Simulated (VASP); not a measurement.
Output of a VASP run:

OSZICAR:
```
       N       E                     dE             d eps       ncg     rms          rms(c)
DAV:   1     0.148960807449E+03    0.14896E+03   -0.10583E+04  2352   0.191E+03
DAV:   2    -0.999593510163E+01   -0.15896E+03   -0.15629E+03  2352   0.410E+02
DAV:   3    -0.191377485590E+02   -0.91418E+01   -0.90619E+01  3742   0.108E+02
DAV:   4    -0.194050406412E+02   -0.26729E+00   -0.26177E+00  2880   0.152E+01
DAV:   5    -0.194156601061E+02   -0.10619E-01   -0.10619E-01  3440   0.281E+00    0.149E+01
DAV:   6    -0.179883639642E+02    0.14273E+01   -0.18865E+01  2520   0.662E+01    0.973E+00
DAV:   7    -0.187135703075E+02   -0.72521E+00   -0.27508E+01  3758   0.553E+01    0.186E+01
DAV:   8    -0.168891586131E+02    0.18244E+01   -0.12457E+01  3492   0.357E+01    0.173E+00
DAV:   9    -0.169010375519E+02   -0.11879E-01   -0.38790E-01  3478   0.638E+00    0.184E+00
DAV:  10    -0.168897613507E+02    0.11276E-01   -0.78035E-02  3412   0.360E+00    0.484E-01
DAV:  11    -0.168880676019E+02    0.16937E-02   -0.98230E-03  3188   0.117E+00    0.240E-01
DAV:  12    -0.168876875443E+02    0.38006E-03   -0.18110E-03  3710   0.426E-01    0.526E-02
DAV:  13    -0.168876527325E+02    0.34812E-04   -0.81458E-05  2742   0.935E-02    0.320E-02
DAV:  14    -0.168876453245E+02    0.74080E-05   -0.41822E-05  3414   0.628E-02    0.412E-03
DAV:  15    -0.168876454848E+02   -0.16027E-06   -0.10635E-06  2626   0.127E-02    0.117E-03
DAV:  16    -0.168876455739E+02   -0.89148E-07   -0.44519E-08  1522   0.265E-03
   1 F= -.16887646E+02 E0= -.16887155E+02  d E =-.147141E-02
```

OUTCAR:
```
------------------------ aborting loop because EDIFF is reached ----------------------------------------
  FORCE on cell =-STRESS in cart. coord.  units (eV):
  Direction    XX          YY          ZZ          XY          YZ          ZX
  --------------------------------------------------------------------------------------
  Total       -0.0256419     -0.0256419     -0.0256419     -0.0000000     -0.0000000      0.0000000
  in kB       -1.6318439     -1.6318439     -1.6318439     -0.0000000     -0.0000000      0.0000000
  external PRESSURE =      -1.6318439 kB  Pullay stress =       0.0000000 kB
  volume of cell :       25.18
      direct lattice vectors                 reciprocal lattice vectors
     2.930855056  0.000000000  0.000000000     0.341197357  0.000000000  0.000000000
     0.000000000  2.930855056  0.000000000     0.000000000  0.341197357  0.000000000
     0.000000000  0.000000000  2.930855056     0.000000000  0.000000000  0.341197357
 POSITION                                       TOTAL-FORCE (eV/Angst)
 -----------------------------------------------------------------------------------
      0.00000      0.00000      0.00000         0.000000      0.000000      0.000000
      1.46543      1.46543      1.46543         0.000000      0.000000      0.000000
 -----------------------------------------------------------------------------------
    total drift:                                0.000000      0.000000     -0.000000
  FREE ENERGIE OF THE ION-ELECTRON SYSTEM (eV)
  ---------------------------------------------------
  free  energy   TOTEN  =       -16.8876455739 eV

  energy  without entropy=      -16.8861741648  energy(sigma->0) =      -16.88715510
```
(Selected blocks of OUTCAR.)

**POSCAR**
```
TiCo
1
    2.9308550557     0.0000000000     0.0000000000
    0.0000000000     2.9308550557     0.0000000000
    0.0000000000     0.0000000000     2.9308550557
Ti Co
1 1
Direct
  0.0000000000   0.0000000000   0.0000000000
  0.5000000000   0.5000000000   0.5000000000
```

### Question
Write an INCAR and KPOINTS that could have produced this output.

### Answer
This is not unique; one that fits is the input of the run itself, PBEsol GGA, plane waves, VASP's PBE PAW potentials (set 64).

**INCAR**
```
ALGO = Normal   ! blocked Davidson
LREAL = .FALSE.   ! projection in real space or not
LCHARG = .FALSE.
ISIF = 2   ! forces and stress, cell fixed
NELM = 100   ! most electronic steps
PREC = Accurate
SIGMA = 0.1   ! width (eV)
SYSTEM = TiCo
LMAXMIX = 4   ! l cut-off of mixed one-centre charges
EDIFF = 1E-7
LWAVE = .FALSE.
ENCUT = 520   ! plane-wave cut-off (eV)
ISMEAR = 1   ! Methfessel-Paxton
LASPH = .TRUE.
GGA = PS
```

### KPOINTS
```
Automatic mesh
0
Gamma
12 12 12
0 0 0
```

POTCAR, in this order: Ti_sv Co (PBE.64 set). Program: vasp_std.

The compound is TiCo in the CsCl type structure. It was relaxed first, which changed the volume by -6 %. The run is not spin-polarised, so no magnetic state was tried. The electron count is odd and the run is not spin-polarised, which forces a metal.
